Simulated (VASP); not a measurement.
Here is the system:

```xyz
6
Lattice="4.5898 0.0000 0.0000 0.0000 4.5898 0.0000 0.0000 0.0000 2.9582" Properties=species:S:1:pos:R:3 pbc="T T T"
Ti     0.0000     4.5898     2.9582
Ti     2.2949     2.2949     1.4791
O      1.3965     1.3965     0.0000
O      3.6914     0.8984     1.4791
O      0.8984     3.6914     1.4791
O      3.1933     3.1933     2.9582
```

Computed with r2SCAN+rVV10, VASP's PBE PAW potentials (set 64) (plane waves; VASP 6.6.1). Run with 520 eV cut-off, 6×6×8 Γ-centred mesh, tetrahedra with Blöchl corrections, potentials Ti_sv O.

**Question.** Give the energies of bands 14 to 27 at the high-symmetry points, in eV from the valence-band maximum.

**Answer.** 
```tsv
band	Γ	X	M	Z	R	A
14	-5.54	-5.04	-5.71	-4.67	-5.19	-4.87
15	-5.07	-3.94	-4.07	-3.81	-4.16	-4.71
16	-3.99	-3.94	-4.07	-3.81	-4.16	-4.71
17	-3.99	-3.35	-2.97	-3.74	-3.41	-3.69
18	-2.67	-3.35	-2.97	-3.74	-3.41	-3.69
19	-2.67	-3.18	-2.23	-2.89	-2.50	-2.86
20	-2.11	-3.18	-2.23	-2.89	-2.50	-2.86
21	-0.78	-1.74	-1.41	-2.45	-2.09	-1.34
22	-0.50	-1.74	-1.41	-2.45	-2.09	-1.34
23	-0.50	-0.78	-1.15	-1.49	-1.11	-0.72
24	0.00	-0.78	-1.15	-1.49	-1.11	-0.72
25	2.21	2.90	2.25	3.34	2.28	2.96
26	2.53	2.90	2.25	3.34	2.28	2.96
27	2.78	3.40	2.89	3.56	3.59	3.58
```

The gap is direct, 2.21 eV, from the valence maximum at Γ to the conduction minimum at Γ.

The compound is TiO2 in the rutile structure. It was relaxed first.
